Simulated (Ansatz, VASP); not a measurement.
# Cross-check of HCl between VASP and Ansatz

One calculation is typed for both programs; each brings its own data sets and cutoff. How far apart do they land? The structure shown is the end of the VASP relaxation below.

Main program and level: Ansatz 0.2.0; plane waves, with VASP 6.6.1 beside it; single point at PBE with D3(BJ).

### Step 1. The starting structure

The cell holds 2 atoms: 1 Cl and 1 H. Cell: a = 10.000 Å, b = 10.500 Å, c = 13.000 Å, α = 90.0°, β = 90.0°, γ = 90.0°. Vacuum lies along a, b and c.

As a file:

```cif
data_structure
_symmetry_space_group_name_H-M 'P 1'
_symmetry_Int_Tables_number 1
_cell_length_a 10.0000
_cell_length_b 10.5000
_cell_length_c 13.0000
_cell_angle_alpha 90.000
_cell_angle_beta 90.000
_cell_angle_gamma 90.000
_cell_volume 1365.00
loop_
_atom_site_label
_atom_site_type_symbol
_atom_site_fract_x
_atom_site_fract_y
_atom_site_fract_z
_atom_site_occupancy
Cl1 Cl 0.50000 0.50000 0.54946 1
H2 H 0.50000 0.50000 0.45054 1
```

### Step 2. VASP: relaxation, PBE with D3(BJ)

This run makes the geometry at which the two programs are then compared.

Lines of VASP's logs that name or quote its potential files are left out, and so is its time.

INCAR

```
SYSTEM = HCl
PREC = Normal
ENCUT = 400
EDIFF = 1E-05
NELM = 120
ISMEAR = 0
SIGMA = 0.01
LREAL = Auto
ALGO = Normal
GGA = PE
IVDW = 12
NBANDS = 10
LASPH = .TRUE.
LORBIT = 11
LWAVE = .FALSE.
LCHARG = .FALSE.
NCORE = 4
IBRION = 2
NSW = 60
ISIF = 2
EDIFFG = -0.03
POTIM = 0.4
MAXMIX = 40
ISYM = 0
```

POSCAR

```
HCl
1.0
   10.0000000000      0.0000000000      0.0000000000
    0.0000000000     10.5000000000      0.0000000000
    0.0000000000      0.0000000000     13.0000000000
Cl H
1 1
Direct
    0.5000000000      0.5000000000      0.5492307700
    0.5000000000      0.5000000000      0.4507692300
```

KPOINTS

```
Automatic mesh
0
Gamma
1 1 1
0 0 0
```

The projector-augmented-wave data sets are Cl and H (PBE family, release 64).

The run is started by

```bash
> mpirun -np 4 vasp_gam
```

Numbers of over 12 decimals in the logs are rounded to 6 here.

The log of the run:

```text
[banner, memory and clock lines left out]
running    4 mpi-ranks, on    1 nodes
 distrk:  each k-point on    4 cores,    1 groups
 distr:  one band on    4 cores,    1 groups

 POSCAR found type information on POSCAR ClH
 POSCAR found :  2 types and       2 ions
|                                                                             |
|               ----> ADVICE to this user running VASP <----                  |
|                                                                             |
|     You have a (more or less) 'small supercell' and for smaller cells       |
|     it is recommended to use the reciprocal-space projection scheme!        |
|     The real-space optimization is not efficient for small cells and it     |
|     is also less accurate ...                                               |
|     Therefore, set LREAL=.FALSE. in the INCAR file.                         |
|                                                                             |

 LDA part: xc-table for (Slater+PW92), standard interpolation
 POSCAR, INCAR and KPOINTS ok, starting setup
 FFT: planning ... GRIDC
 FFT: planning ... GRID_SOFT
 FFT: planning ... GRID
 WAVECAR not read
 entering main loop
       N       E                     dE             d eps       ncg     rms          rms(c)
DAV:   1     0.730271658191E+02    0.73027E+02   -0.15116E+03    20   0.349E+02
DAV:   2     0.194105348820E+02   -0.53617E+02   -0.53264E+02    36   0.504E+01
DAV:   3    -0.470116327362E+01   -0.24112E+02   -0.24064E+02    32   0.542E+01
DAV:   4    -0.629510697329E+01   -0.15939E+01   -0.15934E+01    24   0.150E+01
DAV:   5    -0.630728700001E+01   -0.12180E-01   -0.12180E-01    22   0.181E+00    0.769E+00
DAV:   6    -0.614895862873E+01    0.15833E+00   -0.23783E-01    30   0.231E+00    0.467E+00
DAV:   7    -0.609498265057E+01    0.53976E-01   -0.20896E-01    28   0.213E+00    0.805E-01
DAV:   8    -0.608938764832E+01    0.55950E-02   -0.20664E-02    20   0.810E-01    0.252E-01
DAV:   9    -0.609082996609E+01   -0.14423E-02   -0.81969E-04    22   0.188E-01    0.120E-01
DAV:  10    -0.609287813333E+01   -0.20482E-02   -0.49972E-04    20   0.118E-01    0.627E-02
DAV:  11    -0.609466061306E+01   -0.17825E-02   -0.39354E-04    20   0.101E-01    0.544E-02
DAV:  12    -0.609714596093E+01   -0.24853E-02   -0.54347E-04    20   0.927E-02    0.349E-02
DAV:  13    -0.609750894598E+01   -0.36299E-03   -0.33347E-05    30   0.294E-02    0.116E-02
DAV:  14    -0.609853155617E+01   -0.10226E-02   -0.12226E-04    20   0.446E-02    0.834E-03
DAV:  15    -0.609871576781E+01   -0.18421E-03   -0.10120E-05    30   0.149E-02    0.480E-03
DAV:  16    -0.609893324126E+01   -0.21747E-03   -0.16662E-05    20   0.165E-02    0.205E-03
DAV:  17    -0.609895764228E+01   -0.24401E-04   -0.90469E-07    20   0.437E-03    0.205E-03
DAV:  18    -0.609897757209E+01   -0.19930E-04   -0.54816E-07    20   0.353E-03    0.152E-03
DAV:  19    -0.609898525158E+01   -0.76795E-05   -0.22669E-07    20   0.196E-03
   1 F= -.61079617E+01 E0= -.61079617E+01  d E =-.610796E+01
 curvature:   0.00 expect dE= 0.000E+00 dE for cont linesearch  0.000E+00
 trial: gam= 0.00000 g(F)=  0.249E-02 g(S)=  0.000E+00 ort = 0.000E+00 (trialstep = 0.100E+01)
 search vector abs. value=  0.249E-02
 bond charge predicted
       N       E                     dE             d eps       ncg     rms          rms(c)
DAV:   1    -0.609840158781E+01    0.57598E-03   -0.14426E-01    22   0.211E+00    0.408E-01
DAV:   2    -0.609791543178E+01    0.48616E-03   -0.41135E-03    20   0.485E-01    0.123E-01
DAV:   3    -0.609796149887E+01   -0.46067E-04   -0.14108E-04    20   0.819E-02    0.328E-02
DAV:   4    -0.609834978446E+01   -0.38829E-03   -0.45990E-05    20   0.398E-02    0.108E-02
DAV:   5    -0.609851752411E+01   -0.16774E-03   -0.23076E-05    20   0.250E-02    0.176E-02
DAV:   6    -0.609855309666E+01   -0.35573E-04   -0.18704E-06    20   0.719E-03    0.317E-03
DAV:   7    -0.609856203990E+01   -0.89432E-05   -0.41199E-07    20   0.288E-03
   2 F= -.61075378E+01 E0= -.61075378E+01  d E =0.423907E-03
 trial-energy change:    0.000424  1 .order    0.000370   -0.002486    0.003227
 step:   0.4215(harm=  0.4352)  dis= 0.00292  next Energy=    -6.108482 (dE=-0.520E-03)
 bond charge predicted
       N       E                     dE             d eps       ncg     rms          rms(c)
DAV:   1    -0.609942548206E+01   -0.87239E-03   -0.48013E-02    22   0.122E+00    0.264E-01
DAV:   2    -0.609949233216E+01   -0.66850E-04   -0.15199E-03    20   0.294E-01    0.397E-02
DAV:   3    -0.609949418874E+01   -0.18566E-05   -0.38952E-05    20   0.442E-02
   3 F= -.61084704E+01 E0= -.61084704E+01  d E =-.508639E-03
 curvature:  -0.22 expect dE=-0.199E-09 dE for cont linesearch -0.185E-09
 trial: gam=-0.00059 g(F)=  0.914E-09 g(S)=  0.000E+00 ort = 0.146E-05 (trialstep = 0.884E+00)
 search vector abs. value=  0.162E-09
 reached required accuracy - stopping structural energy minimisation
```

OUTCAR, selected parts (step 2):

```text
ion  position               nearest neighbor table
   1  0.500  0.500  0.549-   2 1.28
   2  0.500  0.500  0.451-   1 1.28

 Found      1 irreducible k-points:

   k-points           NKPTS =      1   k-points in BZ     NKDIM =      1   number of bands    NBANDS=     10

   dimension x,y,z NGX =    50 NGY =   54 NGZ =   64
   dimension x,y,z NGXF=   100 NGYF=  108 NGZF=  128

   ENCUT  =  400.0 eV  29.40 Ry    5.42 a.u.  16.31 17.12 21.20*2*pi/ulx,y,z

   NELECT =       8.0000    total number of electrons

 k-points in reciprocal lattice and weights: Automatic mesh
   0.00000000  0.00000000  0.00000000       1.000

 Edisp (eV)   -0.00898

 average (electrostatic) potential at core
       1-100.9785       2 -44.5391

 E-fermi :  -7.7847

 k-point     1 :       0.0000    0.0000    0.0000
  band No.  band energies     occupation
      1     -21.0366      2.00000
      2     -11.5884      2.00000
      3      -7.8725      2.00000
      4      -7.8724      2.00000
      5      -1.0351      0.00000
      6       0.1038      0.00000
      7       0.6422      0.00000
      8       0.7046      0.00000
      9       1.0696      0.00000
    ...

 Edisp (eV)   -0.00898

  Total      -0.06653    -0.06835    -0.08000     0.00000     0.00001    -0.00000
  in kB      -0.07809    -0.08023    -0.09390     0.00001     0.00001    -0.00000
  external pressure =       -0.08 kB  Pullay stress =        0.00 kB

  energy-cutoff  :      400.00
  volume of cell :     1365.00
      direct lattice vectors                 reciprocal lattice vectors
    10.000000000  0.000000000  0.000000000     0.100000000  0.000000000  0.000000000
     0.000000000 10.500000000  0.000000000     0.000000000  0.095238095  0.000000000
     0.000000000  0.000000000 13.000000000     0.000000000  0.000000000  0.076923077

 POSITION                                       TOTAL-FORCE (eV/Angst)
 -----------------------------------------------------------------------------------
      5.00000      5.25000      7.14292        -0.000006     -0.000028      0.000105
      5.00000      5.25000      5.85708         0.000006      0.000028     -0.000105
 -----------------------------------------------------------------------------------
    total drift:                               -0.000017     -0.000072      0.002682

  FREE ENERGIE OF THE ION-ELECTRON SYSTEM (eV)
  ---------------------------------------------------
  free  energy   TOTEN  =        -6.1084703529 eV

  energy  without entropy=       -6.1084703529  energy(sigma->0) =       -6.10847035

 reached required accuracy - stopping structural energy minimisation

 total charge
# of ion       s       p       d       tot
------------------------------------------
    1        1.599   3.550   0.000   5.149
    2        0.547   0.050   0.000   0.597
--------------------------------------------------
tot          2.145   3.601   0.000   5.746
```

CONTCAR:

```
HCl
   1.00000000000000
    10.0000000000000000    0.0000000000000000    0.0000000000000000
     0.0000000000000000   10.5000000000000000    0.0000000000000000
     0.0000000000000000    0.0000000000000000   13.0000000000000000
  Cl              H
     1     1
Direct
     0.4999999983795037    0.4999999954834958    0.5494553354667829
     0.5000000016204964    0.5000000045165042    0.4505446645332171
```

### Step 3. Ansatz: single point, PBE with D3(BJ)

Ansatz runs on its default PAW (the set named soft_2) files.

The same cell, functional, mesh and smearing now go to Ansatz, which takes its cutoff from its data sets.

input.yaml

```yaml
crystal:
  lattice:
    - [10.0, 0.0, 0.0]
    - [0.0, 10.5, 0.0]
    - [0.0, 0.0, 13.0]
  atoms:
    - { symbol: Cl, position: [0.5, 0.5, 0.54945534] }
    - { symbol: H, position: [0.5, 0.5, 0.45054466] }
hamiltonian:
  xc: pbe
  pseudopotentials: { kind: paw }
  dispersion: d3bj
kpoints:
  mp_grid: { grid: [1, 1, 1] }
scf:
  occupations: { method: gaussian, width: 0.01 }
  n_extra_bands: 4
output:
  forces: true
  eigenvalues: true
```

The run is started by

```bash
> ansatz run input.yaml --threads 2 --pin off --max-ram 4608MiB --backend cpu --events-out ev --progress --plain --runs-dir out
```

The log of the run:

```text
scf.n_extra_bands = 4 over 4 filled bands (N_el = 8.0): the run solves 8 bands
Engine: ansatz 0.2.0, aarch64-unknown-linux-gnu
Pseudopotentials: kind: paw
Pseudopotential: Cl, paw, valence charge 7, recommended cutoff 420 eV (normal), Cl.paw.azcp
Pseudopotential: H, paw, valence charge 1, recommended cutoff 420 eV (normal), H.paw.azcp
Functional definition: PBE
  parameter kappa = 0.804
  parameter beta = 0.066725
  exchange = pbe_x(kappa = kappa, mu = beta*pi^2/3)
  correlation = pbe_c(beta = beta)
Crystal: 2 atoms, lattice volume = 1365.000 Å³
Basis set: ecut = 420 eV, 26737 PW (Γ), exchange–correlation on 144×144×180 points (8 copies of the dense FFT grid, shifted against one another)
Bands: 8, of which v1, the nominal top of the filled ones, is band 4 counted from 1 (3 counted from 0)
Symmetry: 4 space group operations
Space group: Pmm2 (ITA 25), of the structure as read, at distance tolerance 1.1e-4 Å
k-points: 1
Non-local potential: Cl, projectors of the file, l = 0: 2, l = 1: 2, l = 2: 2
Non-local potential: H, projectors of the file, l = 0: 2, l = 1: 1
PAW form: soft (Blöchl's): semilocal exchange-correlation on the pseudo side does not see the compensation charge
PAW one-centre angular grid: Cl, 110 points (default); XC on 64 Gauss nodes
PAW one-centre angular grid: H, 110 points (default); XC on 64 Gauss nodes
Initial density: superposition of atomic densities (neutral atoms: chi_scale 0, normalization atom), corrected by the library's trained network
Initial wavefunctions: pseudopotential atomic-orbital guess
Functional: x = pbe(κ = 0.804, μ = 0.219515), c = pbe(β = 0.066725)
SCF iter   1: F=—  HF=-1096.235684 eV  |F-HF|=—  |Δ(HF+E_count)|=         —  Δρ=3.13e-4  dr2=2.14e-3  ethr=1.77e-3  ⟨swp⟩=11.0  Hψ=88  notcnv=0
preconditioner: auto → Resta (q_TF=auto, 1.158 Å⁻¹)  ε∞=1.1  [insulator: Δε(μ)=6.730 eV  Ē_g=9.057 eV  σ=0.010 eV  W_gap=1.00  n_scr=36 (ndim 8)  ℏωp=2.5 eV  f_vac=0.919  D(μ)=0.00/eV (n_scr^D=0)  ε∞_Penn≈1.1  vacuum switching on, ρ_ref=5.9e-3 e/Å³]
SCF iter   2: F=—  HF=-1096.237123 eV  |F-HF|=—  |Δ(HF+E_count)|=   1.44e-3  Δρ=1.91e-4  dr2=4.73e-4  ethr=2.67e-5  ⟨swp⟩=3.0  Hψ=27  notcnv=0
SCF iter   3: F=—  HF=-1096.237496 eV  |F-HF|=—  |Δ(HF+E_count)|=   3.73e-4  Δρ=8.95e-5  dr2=6.73e-5  ethr=5.91e-6  ⟨swp⟩=3.0  Hψ=17  notcnv=0
SCF iter   4: F=—  HF=-1096.238187 eV  |F-HF|=—  |Δ(HF+E_count)|=   6.91e-4  Δρ=2.55e-5  dr2=7.56e-6  ethr=8.42e-7  ⟨swp⟩=6.0  Hψ=26  notcnv=0
SCF iter   5: F=—  HF=-1096.238182 eV  |F-HF|=—  |Δ(HF+E_count)|=   4.76e-6  Δρ=1.07e-5  dr2=1.46e-6  ethr=9.45e-8  ⟨swp⟩=3.0  Hψ=15  notcnv=0
SCF iter   6: F=-1096.238182 eV  HF=-1096.238182 eV  |F-HF|=3.47e-9  |Δ(HF+E_count)|=   2.07e-7  Δρ=1.28e-6  dr2=1.44e-8  ethr=1.25e-9  ⟨swp⟩=9.0  Hψ=60  notcnv=0
SCF 1 converged in 6 iterations: F = -1096.238182 eV  dr2 = 1.44e-8
  greatest PAW one-centre occupation: 0.908 electrons in one spin orbital (limit 2), on the Cl atom at site 0 (counted from 0), in its partial waves of l = 0
SCF converged after 6 iterations
Free energy (F): -1096.238182 eV
Harris-Foulkes:  -1096.238182 eV  (|F-HF|=3.47e-9)
Internal energy: -1096.238182 eV  (E = F + TS)
E sigma→0 (E₀):  -1096.238182 eV
Fermi energy:    -4.441404 eV
--- Per-component energies (eV) ---
  E_band       = -96.561832
  E_kinetic    = 172.875006
  E_local      = -805.113066  (includes V_loc(G=0)·N_el)
  E_nonlocal   = 30.234512
  E_hartree    = 317.414984
  E_xc         = -114.832511
  E_vxc        = -131.858450  (∫ρ·V_xc dr)
  E_paw        = -659.830505  (= ΣΔE_a)
  E_vpaw       = 2.470883  (= ΣTr[D̂ρ^β])
  E_aug_tail   = -0.001063  (compensation charges beyond the density's cutoff)
  E_ewald      = -36.976563
  E_disp       = -0.008977  (pairwise vdW)
  E_smearing   = -0.000000  (= −TS)
  E_closure    = -0.000000  (closes the sum)
  Σ components = -1096.238182   (vs F -1096.238182, Δ=0.00e0)
--- Forces (eV/Å), atoms counted from 1 ---
  atom   1  Cl     0.00000000     0.00000000     0.08741499
  atom   2  H      0.00000000     0.00000000    -0.08745095
  max |Σ_I F_I| component: 3.60e-5 eV/Å
--- Band table (eV) ---
  k-point 0: bands = ["-21.0272", "-11.5697", "-7.8421", "-7.8420", "-1.0408", "0.1281", "0.6800", "0.7395"]
```

The job ended after 2.1 s (2 threads of Arm Neoverse V2, shared host; peak memory 0.68 GiB).

The column dr2 measures how far the density is from self-consistency, as an energy; F and HF (Harris–Foulkes) agree once it is small.

### Step 4. Side by side

Known differences besides the potentials themselves: the cutoff is 420 eV in Ansatz and 400 eV in VASP (PREC = Normal, projectors in real space). Total energies have different zeros and are not compared.

Both answers:

```tsv
quantity	Ansatz	VASP	difference
gap on the k mesh (eV)	6.801	6.837	-0.036
```

At this near-relaxed geometry the largest component of a force difference is 87 meV/Å. VASP's last cycles still show a density residual of 4e-03, so its state may not be settled.

### Step 5. Other set-ups

Further runs change the set-up of one program: Ansatz's method, potentials or start, or VASP's data sets, cutoff or form of LDA. The table gives Ansatz less VASP for each quantity, since a change that brings one quantity closer may part another.

```tsv
run	r.m.s. force difference (meV/Å)	gap on the k mesh (eV)
as above	50	-0.036
Ansatz's larger PAW set (cutoff 1000 eV)	41	-0.036
norm-conserving potentials (cutoff 980 eV)	23	-0.040
```

### Step 6. What came out

```
r.m.s. force difference (single point, PBE with D3(BJ)) : 50 meV/Å
```

The r.m.s. force difference is 50 meV/Å (single point, PBE with D3(BJ)), beyond the 12 meV/Å picked in this series as the mark of a large difference. Single point, PBE with D3(BJ), norm-conserving potentials (cutoff 980 eV): r.m.s. force difference goes from 50 to 23 meV/Å. How closely two codes agree says nothing of how well the functional describes the real material.

[Lines on the potential files, build, host, timing and source positions are cut from VASP's logs without a mark.]

[Logs are printed without paths, hosts, clocks, repeated set-up lines and the standing remarks that a program may print on its own settings, such as how far it seeks lower states.]

[Hosts, paths, dates, database ids (printed as entryN), source tags and the programs' standing remarks are cut or masked in the printed files.]
